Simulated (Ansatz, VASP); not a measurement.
**AgGeF3 in two plane-wave programs**

Wanted: the spread between two codes on one cell, functional and k mesh. The cell is generated by rule, not measured, and may not be a known phase. The two relaxations start from unlike cells of this crystal (the structure described is Ansatz's start), so only their ends are compared.

Calculated with Ansatz 0.2.0; plane waves, with VASP 6.6.1 beside it; relaxation of cell and atoms at PBEsol.

The structure was built from a prototype and need not be the compound's stable phase.

## Step 1: The structure

The structure is orthorhombic, space group Amm2 (No. 38). The conventional cell has a = 4.264 Å, b = 6.030 Å, c = 6.030 Å, α = 90.00°, β = 90.00°, γ = 90.00°. Nearest to Ag lie 5 F at 2.92 to 2.97 Å. Nearest to Ge lie 4 F at 1.90 to 2.13 Å. F has 1 Ge at 1.90 Å nearest. Nearest to F lie 2 Ge at 2.13 Å. Farther neighbours and most contacts between anions are not listed.

Structure file:

```xyz
5
Lattice="4.2640 0.0000 0.0000 0.0000 4.2640 0.0000 0.0000 0.0000 4.2640" Properties=species:S:1:pos:R:3 pbc="T T T"
Ag    0.0000    0.0030    0.0030
Ge    2.1320    2.1066    2.1066
F     2.1320    2.0671    0.2102
F     2.1320    0.2102    2.0671
F     0.0000    2.0671    2.0671
```

## Step 2: VASP: relaxation of cell and atoms, PBEsol

The relaxed volume is the usual yardstick between codes: in a stiff, nearly cubic crystal its relative difference is about their pressure difference at one cell divided by the bulk modulus.

Lines of VASP's logs that name or quote its potential files are left out, and so is its time.

Contents of INCAR:

```
SYSTEM = AgGeF3
PREC = Accurate
ENCUT = 600
EDIFF = 1E-07
NELM = 120
ISMEAR = 1
SIGMA = 0.2
LREAL = .FALSE.
ALGO = Normal
GGA = PS
NBANDS = 29
LASPH = .TRUE.
LORBIT = 11
LWAVE = .FALSE.
LCHARG = .FALSE.
ISIF = 3
IBRION = 2
NSW = 80
EDIFFG = -0.005
GGA_COMPAT = .FALSE.
NELMIN = 4
EFERMI = MIDGAP
KPAR = 2
```

Contents of POSCAR:

```
AgGeF3
1.0
    4.1385568148      0.0000000000      0.0000000000
    0.0000000000      4.3148465757     -0.9191728824
    0.0000000000     -0.9191728824      4.3148465757
Ag Ge F
1 1 3
Direct
    0.0000000000      0.9705192823      0.9705192823
    0.5000001173      0.5510166754      0.5510166754
    0.5000001173      0.4379940193      0.0987995648
    0.5000001173      0.0987995648      0.4379940193
    0.0000000000      0.4552479771      0.4552479771
```

Contents of KPOINTS:

```
Automatic mesh
0
Gamma
8 8 8
0 0 0
```

Potentials, in the order of the species: Ag, Ge_d and F (PBE family, release 64).

Started as:

```sh
mpirun -np 2 vasp_std
```

Numbers of over 12 decimals in the logs are rounded to 6 here.

Log:

```text
[banner, memory and clock lines left out]
running    2 mpi-ranks, on    1 nodes
 distrk:  each k-point on    1 cores,    2 groups
 distr:  one band on    1 cores,    1 groups

 POSCAR found type information on POSCAR AgGeF
 POSCAR found :  3 types and       5 ions
|                                                                             |
|               ----> ADVICE to this user running VASP <----                  |
|                                                                             |
|     You enforced a specific xc type in the INCAR file but a different       |
|     [... a line on the potential file left out ...]
|     I HOPE YOU KNOW WHAT YOU ARE DOING!                                     |
|                                                                             |

 LDA part: xc-table for (Slater+PW92), standard interpolation
 POSCAR, INCAR and KPOINTS ok, starting setup
 FFT: planning ... GRIDC
 FFT: planning ... GRID_SOFT
 FFT: planning ... GRID
 WAVECAR not read
 entering main loop
       N       E                     dE             d eps       ncg     rms          rms(c)
DAV:   1     0.512079611740E+03    0.51208E+03   -0.25691E+04  7828   0.341E+03
DAV:   2     0.452077523546E+02   -0.46687E+03   -0.44275E+03  6773   0.880E+02
DAV:   3    -0.207975603390E+02   -0.66005E+02   -0.65171E+02  6850   0.188E+02
DAV:   4    -0.238813982866E+02   -0.30838E+01   -0.30785E+01  6741   0.466E+01
DAV:   5    -0.239495911068E+02   -0.68193E-01   -0.68184E-01  6816   0.710E+00    0.854E+00
DAV:   6    -0.219658160434E+02    0.19838E+01   -0.70187E+00  8253   0.393E+01    0.438E+00
DAV:   7    -0.219296697971E+02    0.36146E-01   -0.55362E-01  6430   0.572E+00    0.263E+00
DAV:   8    -0.218946556290E+02    0.35014E-01   -0.12044E-01  6950   0.351E+00    0.466E-01
DAV:   9    -0.218911194523E+02    0.35362E-02   -0.19049E-02  8745   0.284E+00    0.138E-01
DAV:  10    -0.218916664998E+02   -0.54705E-03   -0.33090E-03  6565   0.465E-01    0.829E-02
DAV:  11    -0.218917975943E+02   -0.13109E-03   -0.37195E-04  8304   0.287E-01    0.246E-02
DAV:  12    -0.218918183440E+02   -0.20750E-04   -0.51978E-05  7525   0.857E-02    0.723E-03
DAV:  13    -0.218918206824E+02   -0.23384E-05   -0.10272E-05  7700   0.300E-02    0.525E-03
DAV:  14    -0.218918207173E+02   -0.34956E-07   -0.14767E-06  8027   0.197E-02    0.172E-03
DAV:  15    -0.218918207659E+02   -0.48621E-07   -0.39532E-07  5967   0.775E-03
   1 F= -.21891821E+02 E0= -.21891821E+02  d E =-.218918E+02
[... from here on, the cycles between the ionic steps are left out ...]
   2 F= -.21898648E+02 E0= -.21898648E+02  d E =-.682721E-02
  18 F= -.21922866E+02 E0= -.21922866E+02  d E =-.617287E-04
  19 F= -.21922880E+02 E0= -.21922880E+02  d E =-.140906E-04
  20 F= -.21922902E+02 E0= -.21922902E+02  d E =-.362896E-04
  21 F= -.21922902E+02 E0= -.21922902E+02  d E =-.364084E-04
  22 F= -.21922903E+02 E0= -.21922903E+02  d E =-.371333E-04
  23 F= -.21922903E+02 E0= -.21922903E+02  d E =-.371741E-04
  24 F= -.21922903E+02 E0= -.21922903E+02  d E =-.371650E-04
  25 F= -.21922909E+02 E0= -.21922909E+02  d E =-.591309E-05
  26 F= -.21922921E+02 E0= -.21922921E+02  d E =-.182111E-04
  27 F= -.21922922E+02 E0= -.21922922E+02  d E =-.195640E-04
  28 F= -.21922926E+02 E0= -.21922926E+02  d E =-.227388E-04
 curvature:  -1.26 expect dE=-0.150E-04 dE for cont linesearch -0.531E-08
 trial: gam= 0.58633 g(F)=  0.971E-05 g(S)=  0.216E-05 ort = 0.305E-06 (trialstep = 0.702E+00)
 search vector abs. value=  0.198E-04
 bond charge predicted
       N       E                     dE             d eps       ncg     rms          rms(c)
DAV:   1    -0.219229315865E+02   -0.59404E-05   -0.29235E-03  7195   0.432E-01    0.219E-02
DAV:   2    -0.219229325014E+02   -0.91490E-06   -0.93537E-05  6819   0.775E-02    0.107E-02
DAV:   3    -0.219229305503E+02    0.19511E-05   -0.40899E-06  8957   0.223E-02    0.497E-03
DAV:   4    -0.219229301727E+02    0.37763E-06   -0.93587E-07  8327   0.141E-02    0.176E-03
DAV:   5    -0.219229301591E+02    0.13594E-07   -0.15062E-07  3957   0.441E-03
  29 F= -.21922930E+02 E0= -.21922930E+02  d E =-.449789E-05
 trial-energy change:   -0.000004  1 .order   -0.000004   -0.000008    0.000000
 step:   0.6996(harm=  0.6996)  dis= 0.00029  next Energy=   -21.922930 (dE=-0.421E-05)
 reached required accuracy - stopping structural energy minimisation
```

OUTCAR, selected parts (step 2):

```text
ion  position               nearest neighbor table
   1  0.000  0.971  0.971-   5 2.33   5 2.47   2 2.89   2 2.89
   2  0.500  0.551  0.551-   3 1.85   4 1.85   5 2.12   5 2.12   1 2.89   1 2.89
   3  0.500  0.438  0.099-   2 1.85
   4  0.500  0.099  0.438-   2 1.85
   5  0.000  0.455  0.455-   2 2.12   2 2.12   1 2.33   1 2.47

  LATTYP: Found a base centered orthorhombic cell.
 ALAT       =     4.8022077905
 B/A-ratio  =     1.5413788046
 C/A-ratio  =     0.8618029447

 Subroutine GETGRP returns: Found  4 space group operations
 (whereof  4 operations were pure point group operations)

The static configuration has the point symmetry C_2v.

 Found    105 irreducible k-points:

   k-points           NKPTS =    105   k-points in BZ     NKDIM =    105   number of bands    NBANDS=     29

   dimension x,y,z NGX =    36 NGY =   36 NGZ =   36
   dimension x,y,z NGXF=    72 NGYF=   72 NGZF=   72

   ENCUT  =  600.0 eV  44.10 Ry    6.64 a.u.   8.27  8.81  8.81*2*pi/ulx,y,z

   NELECT =      46.0000    total number of electrons

 k-points in reciprocal lattice and weights: Automatic mesh
   0.00000000  0.00000000  0.00000000       0.002
   0.12500000  0.00000000  0.00000000       0.004
   0.25000000  0.00000000  0.00000000       0.004
   0.37500000  0.00000000  0.00000000       0.004
   0.50000000  0.00000000  0.00000000       0.002
   0.00000000  0.12500000  0.00000000       0.008
   0.12500000  0.12500000  0.00000000       0.016
   0.25000000  0.12500000  0.00000000       0.016
   0.37500000  0.12500000  0.00000000       0.016
[...]
0.37500000  0.50000000  0.50000000       0.004
   0.50000000  0.50000000  0.50000000       0.002

 average (electrostatic) potential at core
       1 -75.1196       2 -76.4297       3 -76.8691       4 -76.8691       5 -77.5976

 E-fermi :   2.6585

 k-point     1 :       0.0000    0.0000    0.0000
  band No.  band energies     occupation
    ...
     19      -0.5512      2.00000
     20      -0.5040      2.00000
     21      -0.4026      2.00000
     22      -0.2929      2.00000
     23      -0.1130      2.00000
     24       5.0574     -0.00000
     25       7.7195      0.00000
     26       8.3740      0.00000
     27       9.1321      0.00000
     28      11.3399      0.00000
    ...

 k-point     2 :       0.1250    0.0000    0.0000
  band No.  band energies     occupation
    ...
     19      -0.5206      2.00000
     20      -0.5083      2.00000
     21      -0.3801      2.00000
     22      -0.2617      2.00000
     23      -0.0625      2.00000
     24       4.9647     -0.00000
     25       7.7689      0.00000
     26       8.0323      0.00000
     27       9.4635      0.00000
     28      11.2914      0.00000
    ...

 k-point     3 :       0.2500    0.0000    0.0000
  band No.  band energies     occupation
    ...
     19      -0.4289      2.00000
     20      -0.4129      2.00000
     21      -0.3225      2.00000
     22      -0.1992      2.00000
     23       0.1869      2.00000
     24       4.5982     -0.00000
     25       7.7679      0.00000
     26       7.9041      0.00000
     27       9.9413      0.00000
     28      11.1348      0.00000
    ...

  Total        0.0017958      0.0065865      0.0065865      0.0000000     -0.0048435      0.0000000
  in kB        0.0369142      0.1353924      0.1353924      0.0000000     -0.0995632      0.0000000
  external PRESSURE =       0.1025663 kB  Pullay stress =       0.0000000 kB

  energy-cutoff  :      600.00
  volume of cell :       77.94
      direct lattice vectors                 reciprocal lattice vectors
     4.142774605  0.000000000  0.000000000     0.241384119  0.000000000  0.000000000
     0.000000000  4.480855414 -1.124328969     0.000000000  0.238166653  0.059760390
     0.000000000 -1.124328969  4.480855414     0.000000000  0.059760390  0.238166653

 POSITION                                       TOTAL-FORCE (eV/Angst)
 -----------------------------------------------------------------------------------
      0.00000      3.25140      3.25140         0.000000      0.002414      0.002414
      2.07139      1.83968      1.83968         0.000000      0.001457      0.001457
      2.07139      1.81402      0.00753         0.000000     -0.002365      0.000269
      2.07139      0.00753      1.81402         0.000000      0.000269     -0.002365
      0.00000      1.52425      1.52425         0.000000     -0.001776     -0.001776
 -----------------------------------------------------------------------------------
    total drift:                               -0.002198     -0.000747     -0.000747

  FREE ENERGIE OF THE ION-ELECTRON SYSTEM (eV)
  ---------------------------------------------------
  free  energy   TOTEN  =       -21.9229301591 eV

  energy  without entropy=      -21.9229301591  energy(sigma->0) =      -21.92293016

 reached required accuracy - stopping structural energy minimisation

 total charge
# of ion       s       p       d       tot
------------------------------------------
    1        0.172   0.105   9.366   9.644
    2        1.221   0.822  10.169  12.211
    3        1.741   4.323   0.000   6.064
    4        1.741   4.323   0.000   6.064
    5        1.747   4.312   0.000   6.059
--------------------------------------------------
tot          6.622  13.885  19.535  40.042

[... 3 further parts left out ...]
```

CONTCAR:

```
AgGeF3
   1.00000000000000
     4.1427746048127307    0.0000000000000000    0.0000000000000000
     0.0000000000000000    4.4808554139955925   -1.1243289693357790
     0.0000000000000000   -1.1243289693357790    4.4808554139955925
  Ag              Ge              F
     1     1     3
Direct
     0.0000000000000000    0.9686790360213761    0.9686790360213761
     0.5000001172999973    0.5480917762173505    0.5480917762173505
     0.5000001172999973    0.4324900335117460    0.1102003281080718
     0.5000001172999973    0.1102003281080718    0.4324900335117460
     0.0000000000000000    0.4541163450414557    0.4541163450414557
```

Methfessel-Paxton smearing is not meant for a cell with a gap.

(Part 1 of 2 ends here.)

[Lines on the potential files, build, host, timing and source positions are cut from VASP's logs without a mark.]

[Logs are printed without paths, hosts, clocks, repeated set-up lines and the standing remarks that a program may print on its own settings, such as how far it seeks lower states.]

[Hosts, paths, dates, database ids (printed as entryN), source tags and the programs' standing remarks are cut or masked in the printed files.]
